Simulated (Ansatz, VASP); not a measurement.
# AlIn2N3 in two plane-wave programs

Wanted: the spread between two codes on one cell, functional and k mesh. The cell is taken from a series of runs on this material, whose earlier steps may have relaxed, scaled, displaced or heated it; both programs get it as it stands.

Method: plane waves, with VASP 6.6.1 beside it; HSE06 form with 20 % exact exchange, screening 0.2078 1/A with an exact-exchange share of 0.2, in Ansatz 0.2.0.

### 1. Set-up

It takes space group Cmc2_1 (No. 36, orthorhombic). Conventional cell: a = 10.296 Å, b = 5.926 Å, c = 5.500 Å, α = 90.00°, β = 90.00°, γ = 90.00°. Nearest to Al lie 4 N at 1.90 to 1.92 Å. Nearest to In lie 4 N at 2.18 to 2.20 Å. N has 1 Al at 1.90 Å and 3 In at 2.18 to 2.20 Å nearest. Nearest to N lie 2 Al at 1.91 to 1.92 Å and 2 In at 2.19 Å. Farther neighbours and most contacts between anions are not listed.

As a file:

```cif
data_structure
_symmetry_space_group_name_H-M 'P 1'
_symmetry_Int_Tables_number 1
_cell_length_a 5.9398
_cell_length_b 5.9398
_cell_length_c 5.5000
_cell_angle_alpha 90.000
_cell_angle_beta 90.000
_cell_angle_gamma 59.843
_cell_volume 167.79
loop_
_atom_site_label
_atom_site_type_symbol
_atom_site_fract_x
_atom_site_fract_y
_atom_site_fract_z
_atom_site_occupancy
Al1 Al 0.34124 0.65876 0.98922 1
Al2 Al 0.65876 0.34124 0.48922 1
In3 In 0.98830 0.33541 0.98712 1
In4 In 0.66459 0.01171 0.98712 1
In5 In 0.01171 0.66459 0.48712 1
In6 In 0.33541 0.98830 0.48712 1
N7 N 0.96886 0.33296 0.38564 1
N8 N 0.66704 0.03114 0.38564 1
N9 N 0.03114 0.66704 0.88564 1
N10 N 0.33296 0.96886 0.88564 1
N11 N 0.36864 0.63136 0.33727 1
N12 N 0.63136 0.36864 0.83727 1
```

### 2. VASP: G0W0 gap, HSE06 form with 20 % exact exchange, screening 0.2078 1/A with an exact-exchange share of 0.2

Quasiparticle shifts depend on high empty states and on the cores, so they are the hardest test of two PAW sets.

Lines of VASP's logs that name or quote its potential files are left out, and so is its time.

The run reads the wave functions of an earlier VASP run, which isn't shown here.

Contents of INCAR:

```
SYSTEM = AlIn2N3
PREC = Accurate
ENCUT = 450
ISMEAR = 0
SIGMA = 0.01
LREAL = .FALSE.
LHFCALC = .TRUE.
AEXX = 0.2
GGA = PE
HFSCREEN = 0.2078
LASPH = .TRUE.
NBANDS = 744
PRECFOCK = Fast
ALGO = EVGW0
NELMGW = 1
ENCUTGW = 150
NOMEGA = 64
NBANDSGW = 56
LWAVE = .FALSE.
LCHARG = .FALSE.
```

Contents of POSCAR:

```
AlIn2N3
1.0
    5.1481021059     -2.9628729689      0.0000000000
    5.1481021059      2.9628729689      0.0000000000
    0.0000000000      0.0000000000      5.5000380000
Al In N
2 4 6
Direct
    0.3412430000      0.6587570000      0.9892180000
    0.6587570000      0.3412430000      0.4892180000
    0.9882950000      0.3354130000      0.9871210000
    0.6645870000      0.0117050000      0.9871210000
    0.0117050000      0.6645870000      0.4871210000
    0.3354130000      0.9882950000      0.4871210000
    0.9688550000      0.3329590000      0.3856370000
    0.6670410000      0.0311450000      0.3856370000
    0.0311450000      0.6670410000      0.8856370000
    0.3329590000      0.9688550000      0.8856370000
    0.3686430000      0.6313570000      0.3372660000
    0.6313570000      0.3686430000      0.8372660000
```

Contents of KPOINTS:

```
Automatic mesh
0
Gamma
3 3 2
0 0 0
```

The projector-augmented-wave data sets are Al_GW, In_d_GW and N_GW (PBE family, release 64).

Command:

```console
$ mpirun -np 8 vasp_std
```

Numbers of over 12 decimals in the logs are rounded to 6 here.

The log of the run:

```text
[banner, memory and clock lines left out]
running    8 mpi-ranks, on    1 nodes
 distrk:  each k-point on    8 cores,    1 groups
 distr:  one band on    1 cores,    8 groups

 POSCAR found type information on POSCAR AlInN
 POSCAR found :  3 types and      12 ions
|                                                                             |
|           W    W    AA    RRRRR   N    N  II  N    N   GGGG   !!!           |
|           W    W   A  A   R    R  NN   N  II  NN   N  G    G  !!!           |
|           W    W  A    A  R    R  N N  N  II  N N  N  G       !!!           |
|           W WW W  AAAAAA  RRRRR   N  N N  II  N  N N  G  GGG   !            |
|           WW  WW  A    A  R   R   N   NN  II  N   NN  G    G                |
|           W    W  A    A  R    R  N    N  II  N    N   GGGG   !!!           |
|                                                                             |
|     For optimal performance we recommend to set                             |
|       NCORE = 2 up to number-of-cores-per-socket                            |
|     NCORE specifies how many cores store one orbital (NPAR=cpu/NCORE).      |
|     This setting can greatly improve the performance of VASP for DFT.       |
|     The default, NCORE=1 might be grossly inefficient on modern             |
|     multi-core architectures or massively parallel machines. Do your        |
|     Unfortunately you need to use the default for GW and RPA                |
|     calculations (for HF NCORE is supported but not extensively tested      |
|     yet).                                                                   |
|                                                                             |

|                                                                             |
|           W    W    AA    RRRRR   N    N  II  N    N   GGGG   !!!           |
|           W    W   A  A   R    R  NN   N  II  NN   N  G    G  !!!           |
|           W    W  A    A  R    R  N N  N  II  N N  N  G       !!!           |
|           W WW W  AAAAAA  RRRRR   N  N N  II  N  N N  G  GGG   !            |
|           WW  WW  A    A  R   R   N   NN  II  N   NN  G    G                |
|           W    W  A    A  R    R  N    N  II  N    N   GGGG   !!!           |
|                                                                             |
|     The default for ENCUTGWSOFT is different in this version of VASP.       |
|     please manually set ENCUTGWSOFT =150 in the INCAR file.                 |
|                                                                             |

 LDA part: xc-table for (Slater+PW92), standard interpolation
 found WAVECAR, reading the header
 POSCAR, INCAR and KPOINTS ok, starting setup
 FFT: planning ... GRIDC
 FFT: planning ... GRID_SOFT
 FFT: planning ... GRID
 reading WAVECAR
 the WAVECAR file was read successfully
 initial charge from wavefunction
 available memory per node:     74.58 GB, setting MAXMEM to     76366

 The Fermi energy was updated, please check that it is located mid-gap
 values below the HOMO (VB) or above the LUMO (CB) will cause erroneous energies
 E-fermi :   4.7616

 calculate exact exchange contribution
 the WAVEDER file was read successfully
energies w=
    0.000    0.000    0.456    0.000    0.912    0.000    1.365    0.000
    1.816    0.000    2.262    0.000    2.704    0.000    3.141    0.000
    3.573    0.000    3.998    0.000    4.418    0.000    4.832    0.000
    5.240    0.000    5.643    0.000    6.041    0.000    6.434    0.000
    6.823    0.000    7.208    0.000    7.591    0.000    7.971    0.000
    8.350    0.000    8.729    0.000    9.107    0.000    9.487    0.000
    9.869    0.000   10.254    0.000   10.642    0.000   11.037    0.000
   11.437    0.000   11.845    0.000   12.263    0.000   12.691    0.000
   13.131    0.000   13.586    0.000   14.057    0.000   14.547    0.000
   15.058    0.000   15.594    0.000   16.157    0.000   16.752    0.000
   17.383    0.000   18.055    0.000   18.776    0.000   19.550    0.000
   20.390    0.000   21.302    0.000   22.302    0.000   23.404    0.000
   24.626    0.000   25.994    0.000   27.537    0.000   29.293    0.000
   31.313    0.000   33.664    0.000   36.435    0.000   39.754    0.000
   43.799    0.000   48.839    0.000   55.287    0.000   63.825    0.000
   75.646    0.000   93.066    0.000  121.239    0.000  174.418    0.000
 responsefunction array rank=     736
 LDA part: xc-table for (Slater+PW92), standard interpolation

 min. memory requirement per mpi rank    910.6 MB, per node   7285.1 MB

 allocating   8 responsefunctions rank=   736
 shmem allocating  64 responsefunctions rank=   736
 response function shared by NCSHMEM nodes    1
 Doing            8  frequencies on each core in blocks of           64
NQ=   1    0.0000    0.0000    0.0000,
|.........|.........|.........|.........|.........|.........|.........|.........
 performed       1775000 updates of chi_q(r,r)
 total number of BLAS operations       6742.65 Gflops
NQ=   2    0.3333    0.0000    0.0000,
|.........|.........|.........|.........|.........|.........|.........|.........
 performed       4383000 updates of chi_q(r,r)
 total number of BLAS operations      16910.42 Gflops
NQ=   3    0.3333    0.3333    0.0000,
|.........|.........|.........|.........|.........|.........|.........|.........
 performed       6658000 updates of chi_q(r,r)
 total number of BLAS operations      25829.95 Gflops
NQ=   4   -0.3333    0.3333    0.0000,
|.........|.........|.........|.........|.........|.........|.........|.........
 performed       8766000 updates of chi_q(r,r)
 total number of BLAS operations      34819.92 Gflops
NQ=   5    0.0000    0.0000    0.5000,
|.........|.........|.........|.........|.........|.........|.........|.........
 performed      10541000 updates of chi_q(r,r)
 total number of BLAS operations      41195.82 Gflops
NQ=   6    0.3333    0.0000    0.5000,
|.........|.........|.........|.........|.........|.........|.........|.........
 performed      13149000 updates of chi_q(r,r)
 total number of BLAS operations      51363.59 Gflops
NQ=   7    0.3333    0.3333    0.5000,
|.........|.........|.........|.........|.........|.........|.........|.........
 performed      15424000 updates of chi_q(r,r)
 total number of BLAS operations      60232.23 Gflops
NQ=   8   -0.3333    0.3333    0.5000,
|.........|.........|.........|.........|.........|.........|.........|.........
 performed      17532000 updates of chi_q(r,r)
 total number of BLAS operations      68171.13 Gflops
 resolving degeneracies of screened two electron integrals

 calculate QP shifts <psi_nk| G(iteration)W_0 |psi_nk>: iteration 1
 entering main loop
```

Parts of OUTCAR (step 2):

```text
ion  position               nearest neighbor table
   1  0.341  0.659  0.989-   9 1.90  10 1.90  12 1.91  11 1.92
   2  0.659  0.341  0.489-   7 1.90   8 1.90  11 1.91  12 1.92
   3  0.988  0.335  0.987-   9 2.18  10 2.18  12 2.19   7 2.20
   4  0.665  0.012  0.987-  10 2.18   9 2.18  12 2.19   8 2.20
   5  0.012  0.665  0.487-   7 2.18   8 2.18  11 2.19   9 2.20
   6  0.335  0.988  0.487-   8 2.18   7 2.18  11 2.19  10 2.20
   7  0.969  0.333  0.386-   2 1.90   5 2.18   6 2.18   3 2.20
   8  0.667  0.031  0.386-   2 1.90   6 2.18   5 2.18   4 2.20
   9  0.031  0.667  0.886-   1 1.90   3 2.18   4 2.18   5 2.20
  10  0.333  0.969  0.886-   1 1.90   4 2.18   3 2.18   6 2.20
  11  0.369  0.631  0.337-   2 1.91   1 1.92   5 2.19   6 2.19
  12  0.631  0.369  0.837-   1 1.91   2 1.92   3 2.19   4 2.19

  LATTYP: Found a base centered orthorhombic cell.
 ALAT       =     5.9257459378
 B/A-ratio  =     1.7375372350
 C/A-ratio  =     0.9281596035

 Subroutine GETGRP returns: Found  4 space group operations
 (whereof  2 operations were pure point group operations)

The static configuration has the point symmetry C_1h.
 The point group associated with its full space group is C_2v.

 Found      8 irreducible k-points:

   k-points           NKPTS =      8   k-points in BZ     NKDIM =     18   number of bands    NBANDS=    744

   dimension x,y,z NGX =    42 NGY =   42 NGZ =   40
   dimension x,y,z NGXF=    84 NGYF=   84 NGZF=   80

   ENCUT  =  450.0 eV  33.07 Ry    5.75 a.u.  10.27 10.27  9.51*2*pi/ulx,y,z

   NELECT =      88.0000    total number of electrons

  energy-cutoff  :      450.00
  volume of cell :      167.79
      direct lattice vectors                 reciprocal lattice vectors
     5.148102106 -2.962872969  0.000000000     0.097123171 -0.168755126  0.000000000
     5.148102106  2.962872969  0.000000000     0.097123171  0.168755126  0.000000000
     0.000000000  0.000000000  5.500038000     0.000000000  0.000000000  0.181816926

 k-points in reciprocal lattice and weights: Automatic mesh
   0.00000000  0.00000000  0.00000000       0.056
   0.33333333  0.00000000  0.00000000       0.222
   0.33333333  0.33333333  0.00000000       0.111
  -0.33333333  0.33333333  0.00000000       0.111
   0.00000000  0.00000000  0.50000000       0.056
   0.33333333  0.00000000  0.50000000       0.222
   0.33333333  0.33333333  0.50000000       0.111
  -0.33333333  0.33333333  0.50000000       0.111

 E-fermi :   4.7616

 QP shifts <psi_nk| G(iteration)W_0 |psi_nk>: iteration 1
 for sc-GW calculations column KS-energies equals QP-energies in previous step
 and V_xc(KS)=  KS-energies - (<T + V_ion + V_H > + <T+V_H+V_ion>^1  + <V_x>^1)
 k-point   1 :       0.0000    0.0000    0.0000
  band No.  KS-energies  QP-energies   sigma(KS)   V_xc(KS)     V^pw_x(r,r')   Z            occupation Imag(sigma)
    ...
     41       3.2908       3.1549     -16.8278     -16.6478     -19.5876       0.7546       2.0000       0.0690
     42       3.8548       3.7534     -17.3235     -17.1890     -20.1531       0.7540       2.0000       0.0692
     43       3.9060       3.8252     -17.3257     -17.2189     -20.0088       0.7570       2.0000       0.0675
     44       3.9152       3.8391     -17.4224     -17.3218     -20.1293       0.7567       2.0000       0.0690
     45       5.6079       5.8648     -11.9619     -12.2881      -8.6977       0.7874       0.0000      -0.0294
     46       8.3354       8.5814     -11.2117     -11.5223      -7.0631       0.7922       0.0000      -0.0252
     47       9.7985       9.8727      -9.2823      -9.3755      -5.1232       0.7956       0.0000      -0.0420
     48      10.1230      10.1406      -8.8306      -8.8526      -4.6455       0.7988       0.0000      -0.0437
    ...

 k-point   2 :       0.3333    0.0000    0.0000
  band No.  KS-energies  QP-energies   sigma(KS)   V_xc(KS)     V^pw_x(r,r')   Z            occupation Imag(sigma)
    ...
     41       2.7451       2.5839     -16.3420     -16.1270     -19.1773       0.7499       2.0000       0.0711
     42       3.1383       2.9931     -16.4727     -16.2800     -19.1727       0.7535       2.0000       0.0690
     43       3.5613       3.4560     -17.0787     -16.9391     -19.8517       0.7545       2.0000       0.0685
     44       3.5840       3.4650     -17.0625     -16.9046     -19.8920       0.7533       2.0000       0.0688
     45       7.3935       7.7303     -12.9808     -13.4153      -9.5816       0.7752       0.0000      -0.0283
     46       9.3459       9.6984     -12.5636     -13.0208      -8.3921       0.7710       0.0000      -0.0321
     47       9.5304       9.8748     -12.4357     -12.8815      -8.1594       0.7726       0.0000      -0.0297
     48      10.1298      10.3595     -11.0310     -11.3239      -6.7146       0.7842       0.0000      -0.0332
    ...

 k-point   3 :       0.3333    0.3333    0.0000
  band No.  KS-energies  QP-energies   sigma(KS)   V_xc(KS)     V^pw_x(r,r')   Z            occupation Imag(sigma)
    ...
     41       2.9280       2.7833     -16.6425     -16.4498     -19.5266       0.7509       2.0000       0.0703
     42       2.9331       2.7756     -16.4815     -16.2719     -19.2653       0.7518       2.0000       0.0684
     43       3.5972       3.4945     -16.9999     -16.8638     -19.7182       0.7553       2.0000       0.0678
     44       3.6181       3.5012     -17.0436     -16.8885     -19.8588       0.7536       2.0000       0.0690
     45       7.3834       7.7173     -12.9481     -13.3783      -9.5536       0.7761       0.0000      -0.0283
     46       9.3136       9.6494     -12.2469     -12.6793      -8.0025       0.7764       0.0000      -0.0281
     47       9.4851       9.8342     -12.5248     -12.9775      -8.3360       0.7711       0.0000      -0.0337
     48       9.8299      10.1164     -11.5652     -11.9335      -7.2864       0.7778       0.0000      -0.0333
    ...

 k-point   4 :      -0.3333    0.3333    0.0000
  band No.  KS-energies  QP-energies   sigma(KS)   V_xc(KS)     V^pw_x(r,r')   Z            occupation Imag(sigma)
    ...
     41       3.0888       2.9383     -16.3613     -16.1608     -19.1177       0.7506       2.0000       0.0690
     42       3.1370       3.0160     -16.9764     -16.8152     -19.9453       0.7508       2.0000       0.0689
     43       3.4002       3.2787     -16.9136     -16.7523     -19.6875       0.7538       2.0000       0.0687
     44       3.7863       3.6960     -17.0902     -16.9709     -19.7156       0.7567       2.0000       0.0690
     45       8.5395       8.8956     -12.8262     -13.2861      -8.9037       0.7745       0.0000      -0.0299
     46       8.6045       8.9403     -12.5391     -12.9718      -8.5712       0.7761       0.0000      -0.0309
     47       8.8870       9.1481     -11.5359     -11.8701      -7.5212       0.7815       0.0000      -0.0368
     48       9.9837      10.2277     -11.0948     -11.4053      -6.6418       0.7859       0.0000      -0.0264
    ...

[... 4 further parts left out ...]
```

The k-mesh is coarse for exact exchange; levels may shift by about 0.1 eV on a finer one.

(Continued in part 2 of 2.)

[Lines on the potential files, build, host, timing and source positions are cut from VASP's logs without a mark.]

[Logs are printed without paths, hosts, clocks, repeated set-up lines and the standing remarks that a program may print on its own settings, such as how far it seeks lower states.]

[Hosts, paths, dates, database ids (printed as entryN), source tags and the programs' standing remarks are cut or masked in the printed files.]
